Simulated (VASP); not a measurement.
An input for Ansatz (written as the equivalent of a VASP run, and not itself run):

Ansatz 0.2 input:
```yaml
crystal:
  lattice:
    - [1.5450000, -2.6760180, 0.0000000]
    - [1.5450000, 2.6760180, 0.0000000]
    - [0.0000000, 0.0000000, 3.5200000]
  atoms:
    - { symbol: Mg, position: [0.0000000, 0.0000000, 0.0000000], spin: 1 }
    - { symbol: B, position: [0.3333330, 0.6666670, 0.5000000], spin: 1 }
    - { symbol: B, position: [0.6666670, 0.3333330, 0.5000000], spin: 1 }
kpoints:
  mp_grid: { grid: [9, 9, 7] }
hamiltonian:
  xc: pbe
  pseudopotentials: { kind: paw }
magnetization: { spin_polarized: true }
scf:
  occupations: { method: methfessel_paxton, width: 0.1 }
  max_iter: 100
output: { forces: true, stress: true, eigenvalues: true }
```

**Question.** Translate this input to VASP (INCAR, KPOINTS, POSCAR, choice of POTCAR).

**Answer.** Several could match; the one computed here: 
INCAR:
```
! general
SYSTEM  =  MgB2
PREC    =  Accurate
ENCUT   =  520
LREAL   =  .FALSE.
LASPH   =  .TRUE.

! electronic loop
EDIFF   =  1E-6
NELM    =  100
ALGO    =  Normal

! smearing
ISMEAR  =  1
SIGMA   =  0.1

! functional
GGA     =  PE

! spin
ISPIN   =  2
MAGMOM  =  1.0 1.0 1.0

! ions
ISIF    =  2

! output
LWAVE   =  .FALSE.
LCHARG  =  .FALSE.
```

**KPOINTS**
```
Automatic mesh
0
Gamma
9 9 7
0 0 0
```

**POSCAR**
```
MgB2
1
    1.5450000000    -2.6760180000     0.0000000000
    1.5450000000     2.6760180000     0.0000000000
    0.0000000000     0.0000000000     3.5200000000
Mg B
1 2
Direct
  0.0000000000   0.0000000000   0.0000000000
  0.3333330000   0.6666670000   0.5000000000
  0.6666670000   0.3333330000   0.5000000000
```

POTCAR, in this order: Mg B (PBE.64 set). Program: vasp_std.

The two are equivalent in intent, not identical: each code has its own PAW files, so the cut-off isn't converted (ENCUT is set for VASP's; basis.ecutwfc is left out, and Ansatz then takes the one that its files recommend); Ansatz stops its SCF on the density residual and VASP on the energy change (EDIFF).

The compound is MgB2 in the AlB2 type structure. The cell was not relaxed at this level.
